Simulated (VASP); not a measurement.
Data:

```
CELL_PARAMETERS angstrom
      4.25862     0.00000     0.00000
     -2.12931     3.68807     0.00000
      0.00000     0.00000     6.97482
ATOMIC_POSITIONS crystal
  Sr 0.33333 0.66667 0.25000
  Sr 0.66667 0.33333 0.75000
```

Method: PBEsol GGA, VASP's PBE PAW potentials (set 64) (plane waves; VASP 6.6.1). Numerical set-up: 300 eV cut-off, 12×12×7 Γ-centred mesh, Gaussian smearing of 0.27 eV, potentials Sr_sv.

Q: Estimate the energy per atom (σ→0), band gap (on the k-mesh) with the smallest direct gap where there is one.

A: 
| Property | Value |
|---|---|
| band gap (on the k-mesh) | none (metal, semimetal or under 0.01 eV) |
| energy per atom (σ→0) | -176.8 kJ/mol of atoms |

The absolute energy has meaning only against runs of the same code, potentials and settings.

The structure comes from a computed database's Sr entry; how it stands against other phases isn't given here. The cell was not relaxed at this level.
